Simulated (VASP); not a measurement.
Input:

```
CELL_PARAMETERS angstrom
      4.24323     0.00000     0.00000
     -2.12162     3.67475     0.00000
      0.00000     0.00000     4.87952
ATOMIC_POSITIONS crystal
  W  0.33333 0.66667 0.93750
  W  0.66667 0.33333 0.43750
  Si 0.33333 0.66667 0.43750
  Si 0.66667 0.33333 0.93750
```

Method: PBE GGA, VASP's PBE PAW potentials (set 64) (plane waves; VASP). Run with 400 eV cut-off, Gaussian smearing of 0.050 eV, potentials W_sv Si.

Unless said otherwise, spin-orbit coupling is left out, though it shifts the bands of the heavy elements here.

### Question
What does the run give for the band gap (along the path) with the smallest direct gap where there is one?

### Answer

```
Property                                                      Value
-------------------------  ----------------------------------------
band gap (along the path)  none (metal, semimetal or under 0.01 eV)
```

Only differences to runs with the same potentials and settings are physical.

The structure was generated: WSi was put into the wurtzite type (P6_3mc), which need not be its known phase. It was relaxed first, which changed the volume by -39 %. The relaxed cell has space group P6_3/mmc.
